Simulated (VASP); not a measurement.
Output of a VASP run:

### OUTCAR
```
 ion  position               nearest neighbor table
   1  0.000  0.000  0.000-
   2  0.500  0.500  0.500-   3 2.81   4 2.81   5 2.81   5 2.81   4 2.81   3 2.81
   3  0.000  0.500  0.500-   2 2.81   2 2.81
   4  0.500  0.000  0.500-   2 2.81   2 2.81
   5  0.500  0.500  0.000-   2 2.81   2 2.81
  LATTYP: Found a simple cubic cell.
 ALAT       =     5.6167940000
 Subroutine PRICEL returns:
 Original cell was already a primitive cell.
 Subroutine GETGRP returns: Found 48 space group operations
The static configuration has the point symmetry O_h .
The dynamic configuration has the point symmetry O_h .
 Subroutine INISYM returns: Found 48 space group operations
 Subroutine IBZKPT returns following result:
 Found     10 irreducible k-points:

 Following reciprocal coordinates:
            Coordinates               Weight
  0.000000  0.000000  0.000000      1.000000
  0.200000  0.000000  0.000000      6.000000
  0.400000  0.000000  0.000000      6.000000
  0.200000  0.200000  0.000000     12.000000
  0.400000  0.200000  0.000000     24.000000
  0.400000  0.400000  0.000000     12.000000
  0.200000  0.200000  0.200000      8.000000
  0.400000  0.200000  0.200000     24.000000
  0.400000  0.400000  0.200000     24.000000
  0.400000  0.400000  0.400000      8.000000
 Subroutine IBZKPT_HF returns following result:
   k-points           NKPTS =     10   k-points in BZ     NKDIM =    125   number of bands    NBANDS=     26
   number of dos      NEDOS =    301   number of ions     NIONS =      5
   total plane-waves  NPLWV =  32768
   dimension x,y,z NGX =    32 NGY =   32 NGZ =   32
   dimension x,y,z NGXF=    64 NGYF=   64 NGZF=   64
   ions per type =               1   1   3
   PREC   = accura    normal or accurate (medium, high low for compatibility)
   ISTART =      0    job   : 0-new  1-cont  2-samecut
   ICHARG =      2    charge: 1-file 2-atom 10-const
   ISPIN  =      1    spin polarized calculation?
   LNONCOLLINEAR =      F non collinear calculations
   LSORBIT =      F    spin-orbit coupling
   INIWAV =      1    electr: 0-lowe 1-rand  2-diag
   ENCUT  =  300.0 eV  22.05 Ry    4.70 a.u.   7.93  7.93  7.93*2*pi/ulx,y,z
   NELM   =    100;   NELMIN=  2; NELMDL= -5     # of ELM steps
   EDIFF  = 0.1E-05   stopping-criterion for ELM
   LREAL  =      F    real-space projection
   NLSPLINE    = F    spline interpolate recip. space projectors
   LMAXMIX     =    4 max onsite mixed and CHGCAR
   VOSKOWN=      0    Vosko Wilk Nusair interpolation
   EDIFFG = 0.1E-04   stopping-criterion for IOM
   NSW    =      0    number of steps for IOM
   NBLOCK =      1;   KBLOCK =      1    inner block; outer block
   IBRION =     -1    ionic relax: 0-MD 1-quasi-New 2-CG
   NFREE  =      0    steps in history (QN), initial steepest desc. (CG)
   ISIF   =      2    stress and relaxation
   ISYM   =      3    0-nonsym 1-usesym 2-fastsym
   TEIN   =    0.0    initial temperature
   TEBEG  =    0.0;   TEEND  =   0.0 temperature during run
   SMASS  =  -3.00    Nose mass-parameter (am)
   PSTRESS=    0.0 pullay stress
   NELECT =      44.0000    total number of electrons
   EFERMI =   0.00;   METHOD = LEGACY
   ISMEAR =     0;   SIGMA  =   0.01  broadening in eV -4-tet -1-fermi 0-gaus
   IALGO  =     38    algorithm
   LDIAG  =      T    sub-space diagonalisation (order eigenvalues)
   IMIX   =      1    mixing-type and parameters
     AMIX     =   0.40;   BMIX     =  1.00
     AMIX_MAG =   1.60;   BMIX_MAG =  1.00
     AMIN     =   0.10
   GGA     = PE    functional components
   VOSKOWN =     0    Vosko Wilk Nusair interpolation
   LHFCALC =     T    Hartree Fock is set to
   NKREDX  =     1    reduce k-point grid by
   AEXX    =    0.2500 exact exchange contribution
   HFSCREEN=    0.2000 screening length (either q_TF or 0.3 A-1)
   HFRCUT  =    0.0000 spherical cutoff for potential kernel
   AGGAX   =    0.7500 GGA exchange part
   ALDAC   =    1.0000 LDA correlation
   AGGAC   =    1.0000 GGA correlation
...
```

**OSZICAR**
```
       N       E                     dE             d eps       ncg     rms          rms(c)
DAV:   1    -0.394015886462E+04   -0.39402E+04   -0.15344E+04   520   0.105E+03
DAV:   2    -0.426810142492E+04   -0.32794E+03   -0.32326E+03   670   0.299E+02
DAV:   3    -0.430412580716E+04   -0.36024E+02   -0.35906E+02   600   0.118E+02
DAV:   4    -0.430524837518E+04   -0.11226E+01   -0.11206E+01   678   0.270E+01
DAV:   5    -0.218198694234E+02    0.42834E+04   -0.16658E+01   642   0.471E+01    0.629E+00
DAV:   6    -0.208860091453E+02    0.93386E+00   -0.27668E+00   662   0.141E+01    0.399E+00
DAV:   7    -0.209008320661E+02   -0.14823E-01   -0.11567E+00   776   0.656E+00    0.309E+00
DAV:   8    -0.209197196497E+02   -0.18888E-01   -0.93548E-02   744   0.163E+00    0.196E+00
DAV:   9    -0.209154008178E+02    0.43188E-02   -0.80766E-03   670   0.625E-01    0.102E+00
DAV:  10    -0.209149880849E+02    0.41273E-03   -0.41413E-03   624   0.400E-01    0.483E-01
DAV:  11    -0.209153495466E+02   -0.36146E-03   -0.98702E-04   782   0.219E-01    0.239E-01
DAV:  12    -0.209155891944E+02   -0.23965E-03   -0.32026E-04   790   0.136E-01    0.131E-01
DAV:  13    -0.209157414280E+02   -0.15223E-03   -0.15716E-04   726   0.889E-02    0.770E-02
DAV:  14    -0.209158302657E+02   -0.88838E-04   -0.67257E-05   686   0.553E-02    0.475E-02
DAV:  15    -0.209158770379E+02   -0.46772E-04   -0.27279E-05   646   0.344E-02    0.302E-02
DAV:  16    -0.209159002361E+02   -0.23198E-04   -0.11691E-05   604   0.222E-02    0.198E-02
DAV:  17    -0.209159115950E+02   -0.11359E-04   -0.53888E-06   566   0.147E-02    0.133E-02
DAV:  18    -0.209159170859E+02   -0.54909E-05   -0.26875E-06   542   0.103E-02    0.915E-03
DAV:  19    -0.209159196731E+02   -0.25872E-05   -0.12309E-06   430   0.687E-03    0.630E-03
DAV:  20    -0.209159209132E+02   -0.12401E-05   -0.71447E-07   428   0.540E-03    0.438E-03
DAV:  21    -0.209159215311E+02   -0.61788E-06   -0.42032E-07   422   0.447E-03
   1 F= -.20915922E+02 E0= -.20915922E+02  d E =-.176982E-13
```

File OUTCAR:
```
------------------------ aborting loop because EDIFF is reached ----------------------------------------
  FORCE on cell =-STRESS in cart. coord.  units (eV):
  Direction    XX          YY          ZZ          XY          YZ          ZX
  --------------------------------------------------------------------------------------
  Total        0.8865121      0.8865121      0.8865121     -0.0000000      0.0000000     -0.0000000
  in kB        8.0154838      8.0154838      8.0154838     -0.0000000      0.0000000     -0.0000000
  external PRESSURE =       8.0154838 kB  Pullay stress =       0.0000000 kB
  volume of cell :      177.20
      direct lattice vectors                 reciprocal lattice vectors
     5.616794000  0.000000000  0.000000000     0.178037507  0.000000000  0.000000000
     0.000000000  5.616794000  0.000000000     0.000000000  0.178037507  0.000000000
     0.000000000  0.000000000  5.616794000     0.000000000  0.000000000  0.178037507
 POSITION                                       TOTAL-FORCE (eV/Angst)
 -----------------------------------------------------------------------------------
      0.00000      0.00000      0.00000         0.000000      0.000000      0.000000
      2.80840      2.80840      2.80840         0.000000      0.000000      0.000000
      0.00000      2.80840      2.80840         0.000000      0.000000      0.000000
      2.80840      0.00000      2.80840         0.000000      0.000000      0.000000
      2.80840      2.80840      0.00000         0.000000      0.000000      0.000000
 -----------------------------------------------------------------------------------
    total drift:                               -0.000076     -0.000022      0.000007
  FREE ENERGIE OF THE ION-ELECTRON SYSTEM (eV)
  ---------------------------------------------------
  free  energy   TOTEN  =       -20.9159215311 eV

  energy  without entropy=      -20.9159215311  energy(sigma->0) =      -20.91592153

  exchange ACFDT corr.  =         0.00000000  see jH, gK, PRB 81, 115126
```
(Selected blocks of OUTCAR.)

File POSCAR:
```
CsPbCl3
1
    5.6167940000     0.0000000000     0.0000000000
    0.0000000000     5.6167940000     0.0000000000
    0.0000000000     0.0000000000     5.6167940000
Cs Pb Cl
1 1 3
Direct
  0.0000000000   0.0000000000   0.0000000000
  0.5000000000   0.5000000000   0.5000000000
  0.0000000000   0.5000000000   0.5000000000
  0.5000000000   0.0000000000   0.5000000000
  0.5000000000   0.5000000000   0.0000000000
```

Reconstruct the remaining input files.

One answer among several that fit: the input of the run itself, HSE06 screened hybrid, plane waves, VASP's PBE PAW potentials (set 64).

**KPOINTS**
```
Automatic
0
gamma
 5 5 5
```

INCAR:
```
! general
SYSTEM   = CsPbCl3
PREC     = Accurate
ENCUT    = 300   ! plane-wave cut-off (eV)
LREAL    = F   ! projection in real space or not
LASPH    = T   ! aspherical one-centre terms
ISYM     = 3

! electronic loop
EDIFF    = 1E-6
NELM     = 100   ! most electronic steps
ALGO     = Normal
LMAXMIX  = 4   ! l cut-off of mixed one-centre charges

! smearing
ISMEAR   = 0   ! Gaussian
SIGMA    = 0.01   ! width (eV)

! functional
GGA      = PE   ! PBE
LHFCALC  = T
AEXX     = 0.25
HFSCREEN = 0.2   ! 1/Angstrom
PRECFOCK = Fast

! ions
ISIF     = 2

! output
LWAVE    = F
LCHARG   = F
```

POTCAR, in this order: Cs_sv Pb_d Cl (PBE.64 set). Program: vasp_std.

At this cut-off the stress carries a Pulay error, which pulls relaxed volumes low.

The structure comes from a computed database's CsPbCl3 entry; how it stands against other phases isn't given here. The cell was not relaxed at this level.
